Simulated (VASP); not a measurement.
# PIr (Fm-3m) in VASP: further runs

One crystal, PIr, is run at these levels: PBE; tasks: density of states, electric field gradients.

Program: VASP 6.6.1. These are calculated values, not measurements. Logs are shortened: lines on timing, memory, paths and dates and some standing lists are left out, and cuts for length are marked.

### 1 The crystal as given

It takes space group Fm-3m (No. 225, cubic). The conventional cell has a = 4.930 Å, b = 4.930 Å, c = 4.930 Å, α = 90.00°, β = 90.00°, γ = 90.00°. Ir (site symmetry m-3m) has 6 P at 2.46 Å as nearest neighbours. Around P (site symmetry m-3m) lie 6 Ir at 2.46 Å.

The cell comes from a database or a generator and needn't be the stable form of this composition.

### 2 Density of states, PBE

The input, POSCAR:

```
PIr
1.0
    0.0000000000      2.4648029303      2.4648029303
    2.4648029303      0.0000000000      2.4648029303
    2.4648029303      2.4648029303      0.0000000000
Ir P
1 1
Direct
    0.0000000000      0.0000000000      0.0000000000
    0.5000000000      0.5000000000      0.5000000000
```

The input, INCAR.step1:

```
SYSTEM = PIr
PREC = Accurate
ENCUT = 520
EDIFF = 1E-6
ISMEAR = -1
SIGMA = 0.05
LREAL = .False.
LASPH = .True.
NELM = 100
ALGO = Normal
ISIF = 2
LWAVE = .False.
LCHARG = .True.
LMAXMIX = 4
GGA = PE
NBANDS = 14
```

The input, KPOINTS.step1:

```
Automatic mesh
0
Gamma
  13 13 13
  0 0 0
```

The input, INCAR.step2:

```
SYSTEM = PIr
PREC = Accurate
ENCUT = 520
EDIFF = 1E-6
ISMEAR = -5
SIGMA = 0.05
LREAL = .False.
LASPH = .True.
NELM = 100
ALGO = Normal
ISIF = 2
LWAVE = .False.
LCHARG = .False.
LMAXMIX = 4
GGA = PE
LORBIT = 10
NEDOS = 1001
ICHARG = 11
```

The input, KPOINTS.step2:

```
Automatic mesh
0
Gamma
  20 20 20
  0 0 0
```

Potentials or basis: VASP PAW PBE potentials, release 64 (Ir, P).

Run with:

```sh
cat potpaw_PBE.64/Ir/POTCAR potpaw_PBE.64/P/POTCAR > POTCAR
cp INCAR.step1 INCAR
cp KPOINTS.step1 KPOINTS
mpirun -np 1 vasp_std > vasp.out
cp INCAR.step2 INCAR
cp KPOINTS.step2 KPOINTS
mpirun -np 1 vasp_std > vasp.out
```

OUTCAR:

```text
SYSTEM = PIr
   PREC = Accurate
   ENCUT = 520
   EDIFF = 1E-6
   ISMEAR = -5
   LREAL = .False.
   LASPH = .True.
   NELM = 100
   ISIF = 2
   GGA = PE
   LORBIT = 10
   ICHARG = 11

 ion  position               nearest neighbor table
   1  0.000  0.000  0.000-   2 2.46   2 2.46   2 2.46   2 2.46   2 2.46   2 2.46
   2  0.500  0.500  0.500-   1 2.46   1 2.46   1 2.46   1 2.46   1 2.46   1 2.46

  LATTYP: Found a face centered cubic cell.
 ALAT       =     4.9296058606

  Lattice vectors:

 A1 = (   0.0000000000,   2.4648029303,   2.4648029303)
 A2 = (   2.4648029303,   0.0000000000,   2.4648029303)
 A3 = (   2.4648029303,   2.4648029303,   0.0000000000)

Analysis of symmetry for initial positions (statically):
=====================================================================
 Subroutine PRICEL returns:
 Original cell was already a primitive cell.

 Routine SETGRP: Setting up the symmetry group for a
 face centered cubic supercell.

 Subroutine GETGRP returns: Found 48 space group operations
 (whereof 48 operations were pure point group operations)
 out of a pool of 48 trial point group operations.

The static configuration has the point symmetry O_h .

Analysis of symmetry for dynamics (positions and initial velocities):
=====================================================================
 Subroutine PRICEL returns:
 Original cell was already a primitive cell.

 Routine SETGRP: Setting up the symmetry group for a
 face centered cubic supercell.

 Subroutine GETGRP returns: Found 48 space group operations
 (whereof 48 operations were pure point group operations)
 out of a pool of 48 trial point group operations.

The dynamic configuration has the point symmetry O_h .

 Subroutine INISYM returns: Found 48 space group operations
 (whereof 48 operations are pure point group operations),
 and found     1 'primitive' translations

----------------------------------------------------------------------------------------

                                     Primitive cell

  volume of cell :      29.9486

  direct lattice vectors                    reciprocal lattice vectors
     0.000000000  2.464802930  2.464802930    -0.202855974  0.202855974  0.202855974
     2.464802930  0.000000000  2.464802930     0.202855974 -0.202855974  0.202855974
     2.464802930  2.464802930  0.000000000     0.202855974  0.202855974 -0.202855974

  length of vectors
     3.485757733  3.485757733  3.485757733     0.351356854  0.351356854  0.351356854

  position of ions in fractional coordinates (direct lattice)
     0.000000000  0.000000000  0.000000000
     0.500000000  0.500000000  0.500000000

  ion indices of the primitive-cell ions
   primitive index   ion index
                 1           1
                 2           2

----------------------------------------------------------------------------------------

 KPOINTS: Automatic mesh

Automatic generation of k-mesh.
 Grid dimensions read from file:
 generate k-points for:   20   20   20

 Generating k-lattice:

  Cartesian coordinates                     Fractional coordinates (reciprocal lattice)
    -0.010142799  0.010142799  0.010142799     0.050000000  0.000000000  0.000000000
     0.010142799 -0.010142799  0.010142799     0.000000000  0.050000000  0.000000000
     0.010142799  0.010142799 -0.010142799     0.000000000  0.000000000  0.050000000

  Length of vectors
     0.017567843  0.017567843  0.017567843

  Shift w.r.t. Gamma in fractional coordinates (k-lattice)
     0.000000000  0.000000000  0.000000000

 TETIRR: Found   1093 inequivalent tetrahedra from    48000

 Subroutine IBZKPT returns following result:
 ===========================================

 Found    256 irreducible k-points:

 Following reciprocal coordinates:
            Coordinates               Weight
  0.000000  0.000000  0.000000      1.000000
  0.050000  0.000000  0.000000      8.000000
  0.100000  0.000000  0.000000      8.000000
  0.150000  0.000000  0.000000      8.000000
  0.200000  0.000000  0.000000      8.000000
  0.250000  0.000000  0.000000      8.000000
[... 16 lines left out ...]
 -0.400000  0.050000  0.000000     24.000000
 -0.350000  0.050000  0.000000     24.000000
 [... further k-points ...]
   k-points           NKPTS =    256   k-points in BZ     NKDIM =    256   number of bands    NBANDS=     11
   number of dos      NEDOS =   1001   number of ions     NIONS =      2
   total plane-waves  NPLWV =  21952
   dimension x,y,z NGX =    28 NGY =   28 NGZ =   28
   dimension x,y,z NGXF=    56 NGYF=   56 NGZF=   56
   ions per type =               1   1
   NGX,Y,Z   is equivalent  to a cutoff of  13.35, 13.35, 13.35 a.u.
   NGXF,Y,Z  is equivalent  to a cutoff of  26.71, 26.71, 26.71 a.u.
 SYSTEM =  PIr
   PREC   = accura    normal or accurate (medium, high low for compatibility)
   ISTART =      0    job   : 0-new  1-cont  2-samecut
   ICHARG =     11    charge: 1-file 2-atom 10-const
   ISPIN  =      1    spin polarized calculation?
   LNONCOLLINEAR =      F non collinear calculations
   LSORBIT =      F    spin-orbit coupling
   LASPH  =      T    aspherical Exc in radial PAW
   ENCUT  =  520.0 eV  38.22 Ry    6.18 a.u.   6.48  6.48  6.48*2*pi/ulx,y,z
   NELM   =    100;   NELMIN=  2; NELMDL=  0     # of ELM steps
   EDIFF  = 0.1E-05   stopping-criterion for ELM
   LREAL  =      F    real-space projection
   EDIFFG = 0.1E-04   stopping-criterion for IOM
   NSW    =      0    number of steps for IOM
   IBRION =     -1    ionic relax: 0-MD 1-quasi-New 2-CG
   NFREE  =      0    steps in history (QN), initial steepest desc. (CG)
   ISIF   =      2    stress and relaxation
   ISYM   =      2    0-nonsym 1-usesym 2-fastsym
   POTIM  = 0.5000    time-step for ionic-motion
   TEBEG  =    0.0;   TEEND  =   0.0 temperature during run
   PSTRESS=    0.0 pullay stress
   NELECT =      14.0000    total number of electrons
   NUPDOWN=      -1.0000    fix difference up-down
   EMIN   =  10.00;   EMAX   =-10.00  energy-range for DOS
   EFERMI =   0.00;   METHOD = LEGACY
   ISMEAR =    -5;   SIGMA  =   0.05  broadening in eV -4-tet -1-fermi 0-gaus
   EFERMI_NEDOS =   21; number of points for ismear=-14 and -15
   IALGO  =     38    algorithm
   IMIX   =      4    mixing-type and parameters
     AMIX     =   0.40;   BMIX     =  1.00
     AMIX_MAG =   1.60;   BMIX_MAG =  1.00
  volume/ion in A,a.u.               =      14.97       101.05
  Fermi-wavevector in a.u.,A,eV,Ry     =   1.270551  2.400993 21.963870  1.614299
  Thomas-Fermi vector in A             =   2.403532
   LORBIT       =     10    0 simple, 1 ext, 2 COOP (PROOUT), +10 PAW based schemes
   GGA     = PE    functional components
   LHFCALC =     F    Hartree Fock is set to
   AEXX    =    0.0000 exact exchange contribution
   IVDW    =     0    specifies the selected vdW correction
   LEPSILON=     F    determine dielectric tensor
   LRPA    =     F    only Hartree local field effects (RPA)
 non-spin polarized calculation
 Fermi weights with tetrahedron method with Bloechl corrections
  energy-cutoff  :      520.00
  volume of cell :       29.95
 maximum number of plane-waves:       869
 NGX is ok and might be reduce to    28

 number of electron      14.0000002 magnetization

 Free energy of the ion-electron system (eV)
  ---------------------------------------------------
  ext. energy  EPLUGINS =         0.00000000
  ---------------------------------------------------
  free energy    TOTEN  =       -14.03736206 eV

  energy without entropy =      -14.03736206  energy(sigma->0) =      -14.03736206

 E-fermi :   8.9118     XC(G=0): -12.3403

 val. band max:        8.9599051237   @ k =  -0.3500   0.3500   0.0000
 cond. band min:       8.8596958247   @ k =  -0.4500   0.4000   0.1500
 fundamental gap:     -0.1002092990
 Fermi energy:         8.9117590949

 k-point     1 :       0.0000    0.0000    0.0000
  band No.  band energies     occupation
      1      -5.0742      2.00000
      2       5.8191      2.00000
      3       5.8191      2.00000
      4       5.8191      2.00000
      5       5.9364      2.00000
      6       5.9364      2.00000
      7       9.1704      0.00000
      8       9.1704      0.00000
      9       9.1704      0.00000
     10      15.0198      0.00000
     11      19.1526      0.00000

 k-point     2 :       0.0500    0.0000    0.0000
  band No.  band energies     occupation
      1      -5.0276      2.00000
      2       5.7387      2.00000
      3       5.7789      2.00000
      4       5.7789      2.00000
      5       5.8902      2.00000
      6       5.8902      2.00000
      7       9.0571     -0.01443
      8       9.3427      0.00000
      9       9.3427      0.00000
     10      15.2211      0.00000
     11      19.1326      0.00000

 k-point     3 :       0.1000    0.0000    0.0000
  band No.  band energies     occupation
      1      -4.8886      2.00000
      2       5.4899      2.00000
      3       5.4931      2.00000
      4       5.4931      2.00000
      5       5.9784      2.00000
      6       5.9784      2.00000
      7       8.7916      1.71018
      8       9.7944      0.00000
      9       9.7944      0.00000
     10      15.7434      0.00000
     11      18.9689      0.00000
[... 267 lines left out ...]
 k-point    23 :      -0.4000    0.0500    0.0000
  band No.  band energies     occupation
      1      -2.3219      2.00000
      2       1.3985      2.00000
      3       3.6070      2.00000
      4       3.6738      2.00000
      5       7.4493      2.00000
      6       7.5715      2.00000
      7       8.4090      2.00000
      8      13.2153      0.00000
      9      13.7859      0.00000
     10      14.8267      0.00000
     11      15.9561      0.00000

 k-point    24 :      -0.3500    0.0500    0.0000
  band No.  band energies     occupation
      1      -2.8092      2.00000
      2       2.0396      2.00000
      3       3.7342      2.00000
      4       3.8508      2.00000
      5       7.1998      2.00000
      6       7.3729      2.00000
      7       8.3369      2.00000
      8      12.8020      0.00000
      9      14.1590      0.00000
     10      14.2217      0.00000
     11      16.7014      0.00000

 [... further k-points ...]

------------------------ aborting loop because EDIFF is reached ----------------------------------------

  FORCE on cell =-STRESS in cart. coord.  units (eV):
  Direction    XX          YY          ZZ          XY          YZ          ZX
  --------------------------------------------------------------------------------------
  -------------------------------------------------------------------------------------
  Total        0.0839050      0.0839050      0.0839050      0.0000000      0.0000000     -0.0000000
  in kB        4.4887145      4.4887145      4.4887145      0.0000000      0.0000000     -0.0000000
  external PRESSURE =       4.4887145 kB  Pullay stress =       0.0000000 kB

 VOLUME and BASIS-vectors are now :
 -----------------------------------------------------------------------------
  energy-cutoff  :      520.00
  volume of cell :       29.95
      direct lattice vectors                 reciprocal lattice vectors
     0.000000000  2.464802930  2.464802930    -0.202855974  0.202855974  0.202855974
     2.464802930  0.000000000  2.464802930     0.202855974 -0.202855974  0.202855974
     2.464802930  2.464802930  0.000000000     0.202855974  0.202855974 -0.202855974

 POSITION                                       TOTAL-FORCE (eV/Angst)
 -----------------------------------------------------------------------------------
      0.00000      0.00000      0.00000         0.000000      0.000000      0.000000
      2.46480      2.46480      2.46480         0.000000      0.000000     -0.000000
 -----------------------------------------------------------------------------------
    total drift:                               -0.000000      0.000000      0.000000

  FREE ENERGIE OF THE ION-ELECTRON SYSTEM (eV)
  ---------------------------------------------------
  free  energy   TOTEN  =       -14.0373620592 eV

  energy  without entropy=      -14.0373620592  energy(sigma->0) =      -14.03736206

 total charge

# of ion       s       p       d       tot
------------------------------------------
    1        0.705   0.485   7.223   8.413
    2        1.027   1.359   0.000   2.386
--------------------------------------------------
tot          1.732   1.843   7.223  10.799
```

Wall time 40 s (1 thread of Intel Xeon 6975P-C (Granite Rapids), shared host); peak memory 0.23 GiB.

Results:

- Valence electrons inside the program's atomic spheres: Ir 8.41; P 2.39

States per cell in windows of 1 eV (zero at the Fermi level; states under -8 eV left out):
| from (eV) | total | Ir1_d | P2_p | Ir1_p | Ir1_s | P2_s | P2_d |
| --- | --- | --- | --- | --- | --- | --- | --- |
| -8.0 | 0.35 | 0.07 | 0.07 | 0.01 | 0.07 | 0.01 | 0.00 |
| -7.0 | 1.06 | 0.27 | 0.21 | 0.04 | 0.15 | 0.02 | 0.00 |
| -6.0 | 1.89 | 0.77 | 0.37 | 0.13 | 0.03 | 0.01 | 0.00 |
| -5.0 | 2.15 | 1.17 | 0.35 | 0.07 | 0.01 | 0.01 | 0.00 |
| -4.0 | 0.55 | 0.34 | 0.07 | 0.02 | 0.00 | 0.00 | 0.00 |
| -3.0 | 1.19 | 0.82 | 0.08 | 0.03 | 0.02 | 0.01 | 0.00 |
| -2.0 | 2.54 | 2.07 | 0.07 | 0.03 | 0.05 | 0.01 | 0.00 |
| -1.0 | 2.29 | 1.56 | 0.14 | 0.04 | 0.22 | 0.04 | 0.00 |
| 0.0 | 1.14 | 0.53 | 0.21 | 0.09 | 0.05 | 0.02 | 0.00 |
| 1.0 | 0.89 | 0.36 | 0.17 | 0.09 | 0.03 | 0.02 | 0.00 |
| 2.0 | 0.73 | 0.28 | 0.13 | 0.08 | 0.03 | 0.03 | 0.00 |
| 3.0 | 0.76 | 0.27 | 0.12 | 0.08 | 0.04 | 0.05 | 0.00 |
| 4.0 | 0.65 | 0.17 | 0.10 | 0.07 | 0.04 | 0.04 | 0.00 |
| 5.0 | 0.68 | 0.12 | 0.09 | 0.10 | 0.06 | 0.04 | 0.00 |
| 6.0 | 0.79 | 0.09 | 0.07 | 0.15 | 0.06 | 0.04 | 0.00 |
| 7.0 | 0.70 | 0.09 | 0.09 | 0.12 | 0.04 | 0.04 | 0.00 |

Caveat: tetrahedron occupations give inexact forces and stress in metals. Spin-orbit coupling is left out, which matters for the levels of Ir.

(Continued in part 2 of 3.)
